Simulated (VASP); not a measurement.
Runs of VASP 6.6.1 on TiTe2. The cell holds a slab with vacuum, 6 atoms: a = 3.777 Å, b = 3.777 Å, c = 25.913 Å, α = 90.00°, β = 90.00°, γ = 120.00°. 

```csv
task,level,potentials or basis,cell,k mesh,mesh quality,gap on the mesh (eV),largest force (eV/Å),work function (eV)
work function,PBEsol,"VASP PAW PBE potentials, release 64 (Te, Ti_sv)",as given,4 × 4 × 1,coarse,none,0.06,5.05
work function,PBE,"VASP PAW PBE potentials, release 64 (Te, Ti_sv)",as given,10 × 10 × 1,not flagged,none,0.30,4.93
work function,PBEsol,"VASP PAW PBE potentials, release 64 (Te, Ti_sv)",as given,10 × 10 × 1,not flagged,none,0.01,(b)
relaxation of the atoms,PBEsol,"VASP PAW PBE potentials, release 64 (Te, Ti_sv)",atoms relaxed,10 × 10 × 1,not flagged,none,0.01,-
work function,LDA,"VASP PAW LDA potentials, release 64 (Te, Ti_sv)",as given,10 × 10 × 1,not flagged,none,(a),5.23
```

Alike in all rows: no spin polarisation; cutoff (eV) 520; smearing methfessel-paxton 0.1 eV.

**Question.** Fill in the values left out.

**Answer.** (a) 0.23; (b) 5.01.

Caveats: some runs use coarse meshes; the PAW data sets were made with another functional, which shifts forces and pressure a little (some runs).

A k mesh can miss the band edges, and the runs leave out spin-orbit coupling on Te.

A gap of «none» marks a metal or a gap under the smearing width.
